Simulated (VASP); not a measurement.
Computed with SCAN meta-GGA, VASP's PBE PAW potentials (set 64) (plane waves; VASP).

VASP ran on this input.

INCAR:
```
ALGO = Normal
SYSTEM = Se
NSW = 30
EDIFF = 1E-7   ! SCF stop (eV)
ISMEAR = 0   ! Gaussian
PREC = Accurate
LWAVE = .FALSE.
SIGMA = 0.05
LCHARG = .FALSE.
ENCUT = 520
NELM = 100   ! most electronic steps
LREAL = .FALSE.   ! projection in real space or not
LMAXMIX = 4   ! l cut-off of mixed one-centre charges
IBRION = 2   ! conjugate gradients
LASPH = .TRUE.   ! aspherical one-centre terms
METAGGA = SCAN
EDIFFG = -0.01   ! ionic stop
LMIXTAU = .TRUE.
ISIF = 4
```

### KPOINTS
```
Automatic mesh
0
Gamma
6 6 5
0 0 0
```

**POSCAR**
```
Se
1.0
  2.1597267092  -3.7407563766   0.0000000000
  2.1597267092   3.7407563766   0.0000000000
  0.0000000000   0.0000000000   4.9155761535
Se
3
Cartesian
  0.4785813547   0.8289272188   3.2770524075
  3.3622907089  -0.0000000000   0.0000000000
  0.4785813547  -0.8289272188   1.6385237460
```

POTCAR, in this order: Se (PBE.64 set). Program: vasp_std.

The run wrote:

**OUTCAR**
```
 ion  position               nearest neighbor table
   1  0.000  0.222  0.667-   2 2.33   3 2.33
   2  0.778  0.778  0.000-   1 2.33   3 2.33
   3  0.222  0.000  0.333-   2 2.33   1 2.33
  LATTYP: Found a hexagonal cell.
 ALAT       =     4.3194534061
 C/A-ratio  =     1.1380088385
 Subroutine PRICEL returns:
 Original cell was already a primitive cell.
 Subroutine GETGRP returns: Found  6 space group operations
The static configuration has the point symmetry C_2 .
 The point group associated with its full space group is D_3 .
The dynamic configuration has the point symmetry C_2 .
 Subroutine INISYM returns: Found  6 space group operations
 Subroutine IBZKPT returns following result:
 Found     27 irreducible k-points:

 Following reciprocal coordinates:
            Coordinates               Weight
  0.000000  0.000000  0.000000      1.000000
  0.166667 -0.000000  0.000000      6.000000
  0.333333  0.000000  0.000000      6.000000
  0.500000 -0.000000  0.000000      3.000000
  0.166667  0.166667  0.000000      6.000000
  0.333333  0.166667  0.000000     12.000000
...
```

### OSZICAR
```
...
DAV:   7    -0.587541866904E+02    0.17123E+01   -0.11298E+00   712   0.904E+00    0.237E+00
DAV:   8    -0.599628623590E+02   -0.12087E+01   -0.48487E-01   702   0.802E+00    0.602E-01
DAV:   9    -0.600268951148E+02   -0.64033E-01   -0.22351E-01   702   0.524E+00    0.458E-01
DAV:  10    -0.601674267083E+02   -0.14053E+00   -0.25684E-01   702   0.667E+00    0.351E-01
DAV:  11    -0.601830339012E+02   -0.15607E-01   -0.14751E-02   762   0.162E+00    0.177E-01
DAV:  12    -0.601835208605E+02   -0.48696E-03   -0.26942E-03   732   0.847E-01    0.146E-01
DAV:  13    -0.601902802742E+02   -0.67594E-02   -0.92069E-03   712   0.149E+00    0.286E-02
DAV:  14    -0.601915372366E+02   -0.12570E-02   -0.25530E-03   732   0.579E-01    0.585E-02
DAV:  15    -0.601915046285E+02    0.32608E-04   -0.25609E-04   762   0.223E-01    0.362E-02
DAV:  16    -0.601913092228E+02    0.19541E-03   -0.20357E-04   732   0.219E-01    0.194E-02
DAV:  17    -0.601915255768E+02   -0.21635E-03   -0.27663E-04   712   0.260E-01    0.109E-02
DAV:  18    -0.601915301510E+02   -0.45743E-05   -0.17173E-05   847   0.610E-02    0.497E-03
DAV:  19    -0.601915244958E+02    0.56552E-05   -0.31133E-06   727   0.247E-02    0.271E-03
DAV:  20    -0.601915234118E+02    0.10840E-05   -0.70142E-07   837   0.102E-02    0.175E-03
DAV:  21    -0.601915235042E+02   -0.92399E-07   -0.27702E-07   567   0.776E-03
   1 F= -.60191524E+02 E0= -.60191524E+02  d E =-.601915E+02
       N       E                     dE             d eps       ncg     rms          rms(c)
DAV:   1    -0.602124439707E+02   -0.20921E-01   -0.39967E+00   702   0.131E+01    0.111E+00
DAV:   2    -0.602324484572E+02   -0.20004E-01   -0.23695E-01   837   0.448E+00    0.282E-01
DAV:   3    -0.602321352882E+02    0.31317E-03   -0.65065E-03   752   0.908E-01    0.179E-01
DAV:   4    -0.602322386215E+02   -0.10333E-03   -0.64476E-03   717   0.949E-01    0.127E-01
DAV:   5    -0.602327648192E+02   -0.52620E-03   -0.48913E-03   702   0.101E+00    0.348E-02
DAV:   6    -0.602329189036E+02   -0.15408E-03   -0.13552E-03   712   0.508E-01    0.297E-02
DAV:   7    -0.602329009056E+02    0.17998E-04   -0.85499E-05   817   0.126E-01    0.813E-03
DAV:   8    -0.602329231412E+02   -0.22236E-04   -0.38628E-05   732   0.957E-02    0.388E-03
DAV:   9    -0.602329084463E+02    0.14695E-04   -0.55090E-05   722   0.112E-01    0.127E-03
DAV:  10    -0.602329041381E+02    0.43082E-05   -0.63834E-06   742   0.369E-02    0.555E-04
DAV:  11    -0.602329043279E+02   -0.18977E-06   -0.20722E-07   591   0.711E-03    0.239E-04
DAV:  12    -0.602329041095E+02    0.21838E-06   -0.11646E-07   476   0.492E-03    0.162E-04
DAV:  13    -0.602329041614E+02   -0.51875E-07   -0.25098E-08   391   0.222E-03
   2 F= -.60232904E+02 E0= -.60232904E+02  d E =-.413807E-01
       N       E                     dE             d eps       ncg     rms          rms(c)
DAV:   1    -0.602329021506E+02    0.19589E-05   -0.12336E-01   702   0.232E+00    0.203E-01
DAV:   2    -0.602337092738E+02   -0.80712E-03   -0.74168E-03   842   0.822E-01    0.431E-02
DAV:   3    -0.602336945683E+02    0.14706E-04   -0.19461E-04   762   0.156E-01    0.274E-02
DAV:   4    -0.602337024096E+02   -0.78412E-05   -0.21175E-04   717   0.164E-01    0.227E-02
DAV:   5    -0.602337192979E+02   -0.16888E-04   -0.14468E-04   712   0.160E-01    0.611E-03
DAV:   6    -0.602337185358E+02    0.76205E-06   -0.28991E-05   707   0.693E-02    0.473E-03
DAV:   7    -0.602337179516E+02    0.58424E-06   -0.21471E-06   812   0.200E-02    0.171E-03
DAV:   8    -0.602337188157E+02   -0.86416E-06   -0.77769E-07   717   0.138E-02    0.946E-04
DAV:   9    -0.602337181098E+02    0.70592E-06   -0.14555E-06   722   0.187E-02    0.202E-04
DAV:  10    -0.602337180176E+02    0.92220E-07   -0.22725E-07   522   0.744E-03
   3 F= -.60233718E+02 E0= -.60233718E+02  d E =-.421945E-01
       N       E                     dE             d eps       ncg     rms          rms(c)
DAV:   1    -0.602336981050E+02    0.20005E-04   -0.21927E-03   702   0.310E-01    0.274E-02
DAV:   2    -0.602337137497E+02   -0.15645E-04   -0.13140E-04   842   0.110E-01    0.562E-03
DAV:   3    -0.602337129306E+02    0.81907E-06   -0.33169E-06   767   0.201E-02    0.362E-03
DAV:   4    -0.602337121527E+02    0.77791E-06   -0.37306E-06   717   0.213E-02    0.296E-03
DAV:   5    -0.602337127996E+02   -0.64683E-06   -0.25907E-06   722   0.208E-02    0.831E-04
DAV:   6    -0.602337126919E+02    0.10770E-06   -0.51891E-07   717   0.906E-03    0.624E-04
DAV:   7    -0.602337127339E+02   -0.42055E-07   -0.33702E-08   381   0.254E-03
   4 F= -.60233713E+02 E0= -.60233713E+02  d E =-.421892E-01
       N       E                     dE             d eps       ncg     rms          rms(c)
DAV:   1    -0.602349976813E+02   -0.12850E-02   -0.45790E-02   707   0.134E+00    0.120E-01
DAV:   2    -0.602345413177E+02    0.45636E-03   -0.14797E-03   812   0.362E-01    0.617E-02
DAV:   3    -0.602347174956E+02   -0.17618E-03   -0.11883E-03   707   0.470E-01    0.225E-02
DAV:   4    -0.602347209817E+02   -0.34861E-05   -0.38665E-04   712   0.299E-01    0.106E-02
DAV:   5    -0.602348208277E+02   -0.99846E-04   -0.54918E-04   702   0.352E-01    0.101E-02
DAV:   6    -0.602346864567E+02    0.13437E-03   -0.20574E-04   702   0.202E-01    0.406E-03
DAV:   7    -0.602346883102E+02   -0.18535E-05   -0.76502E-06   782   0.364E-02    0.117E-03
DAV:   8    -0.602346880116E+02    0.29861E-06   -0.27969E-06   722   0.246E-02    0.720E-04
DAV:   9    -0.602346878536E+02    0.15794E-06   -0.10910E-06   732   0.161E-02    0.188E-04
DAV:  10    -0.602346876953E+02    0.15837E-06   -0.13542E-07   511   0.560E-03    0.151E-04
DAV:  11    -0.602346877415E+02   -0.46264E-07   -0.15937E-08   391   0.165E-03
   5 F= -.60234688E+02 E0= -.60234688E+02  d E =-.975008E-03
       N       E                     dE             d eps       ncg     rms          rms(c)
DAV:   1    -0.602370366700E+02   -0.23490E-02   -0.25288E-01   707   0.315E+00    0.283E-01
DAV:   2    -0.602344869643E+02    0.25497E-02   -0.81987E-03   822   0.850E-01    0.144E-01
DAV:   3    -0.602354883552E+02   -0.10014E-02   -0.64418E-03   707   0.109E+00    0.529E-02
DAV:   4    -0.602355219616E+02   -0.33606E-04   -0.20765E-03   712   0.688E-01    0.253E-02
DAV:   5    -0.602361010749E+02   -0.57911E-03   -0.30350E-03   702   0.820E-01    0.233E-02
DAV:   6    -0.602353322172E+02    0.76886E-03   -0.11082E-03   702   0.463E-01    0.961E-03
DAV:   7    -0.602353463781E+02   -0.14161E-04   -0.36709E-05   777   0.821E-02    0.277E-03
DAV:   8    -0.602353465540E+02   -0.17583E-06   -0.14976E-05   722   0.569E-02    0.183E-03
DAV:   9    -0.602353446126E+02    0.19414E-05   -0.58003E-06   742   0.365E-02    0.449E-04
DAV:  10    -0.602353443021E+02    0.31045E-06   -0.56969E-07   772   0.111E-02    0.456E-04
DAV:  11    -0.602353443812E+02   -0.79100E-07   -0.93341E-08   461   0.459E-03
   6 F= -.60235344E+02 E0= -.60235344E+02  d E =-.163165E-02
       N       E                     dE             d eps       ncg     rms          rms(c)
DAV:   1    -0.602354731114E+02   -0.12881E-03   -0.11426E-02   707   0.670E-01    0.604E-02
DAV:   2    -0.602353621466E+02    0.11096E-03   -0.37007E-04   812   0.181E-01    0.309E-02
DAV:   3    -0.602353962024E+02   -0.34056E-04   -0.29701E-04   707   0.234E-01    0.113E-02
DAV:   4    -0.602354050672E+02   -0.88648E-05   -0.93178E-05   712   0.146E-01    0.529E-03
DAV:   5    -0.602354226473E+02   -0.17580E-04   -0.12933E-04   702   0.171E-01    0.512E-03
DAV:   6    -0.602353969172E+02    0.25730E-04   -0.50166E-05   712   0.101E-01    0.194E-03
DAV:   7    -0.602353979254E+02   -0.10081E-05   -0.21655E-06   787   0.191E-02    0.620E-04
DAV:   8    -0.602353980397E+02   -0.11432E-06   -0.65428E-07   722   0.118E-02    0.325E-04
DAV:   9    -0.602353978696E+02    0.17009E-06   -0.26685E-07   649   0.801E-03    0.111E-04
DAV:  10    -0.602353979281E+02   -0.58459E-07   -0.52486E-08   371   0.340E-03
   7 F= -.60235398E+02 E0= -.60235398E+02  d E =-.168519E-02
```

OUTCAR:
```
------------------------ aborting loop because EDIFF is reached ----------------------------------------
  FORCE on cell =-STRESS in cart. coord.  units (eV):
  Direction    XX          YY          ZZ          XY          YZ          ZX
  --------------------------------------------------------------------------------------
  Total        0.4706122      0.4706122      0.4807017      0.0000000      0.0000000      0.0000000
  in kB        9.4931676      9.4931675      9.6966918      0.0000000      0.0000000      0.0000000
  external PRESSURE =       9.5610090 kB  Pullay stress =       0.0000000 kB
  volume of cell :       79.43
      direct lattice vectors                 reciprocal lattice vectors
     2.135425990 -3.698666294 -0.000000000     0.234145319 -0.135183864 -0.000000000
     2.135425990  3.698666294  0.000000000     0.234145319  0.135183864  0.000000000
     0.000000000 -0.000000000  5.028089264     0.000000000 -0.000000000  0.198882706
 POSITION                                       TOTAL-FORCE (eV/Angst)
 -----------------------------------------------------------------------------------
      2.62537     -2.85006      3.35206         0.004607      0.007980     -0.000000
      3.29097     -0.00000      0.00000        -0.009214      0.000000      0.000000
      2.62537      2.85006      1.67603         0.004607     -0.007980      0.000000
 -----------------------------------------------------------------------------------
    total drift:                                0.000408     -0.000443      0.000009
  FREE ENERGIE OF THE ION-ELECTRON SYSTEM (eV)
  ---------------------------------------------------
  free  energy   TOTEN  =       -60.2353979281 eV

  energy  without entropy=      -60.2353979281  energy(sigma->0) =      -60.23539793

 reached required accuracy - stopping structural energy minimisation
```
(Selected blocks of OUTCAR.)

**CONTCAR**
```
Se
   1.00000000000000
     2.1354259896311039   -3.6986662943424933   -0.0000000000000000
     2.1354259896311039    3.6986662943424933    0.0000000000000000
     0.0000000000000000   -0.0000000000000000    5.0280892637188863
  Se
     3
Direct
     0.9999999999998870    0.2294344895276352    0.6666669999999968
     0.7705655104724779    0.7705655104724779    0.0000000000000000
     0.2294344895276352    0.9999999999998870    0.3333330000000032
```

The compound is Se in the trig structure. This cell is one point of a volume scan, at 0.94 of the reference volume. Symmetry was kept, so distortions that lower it aren't found.
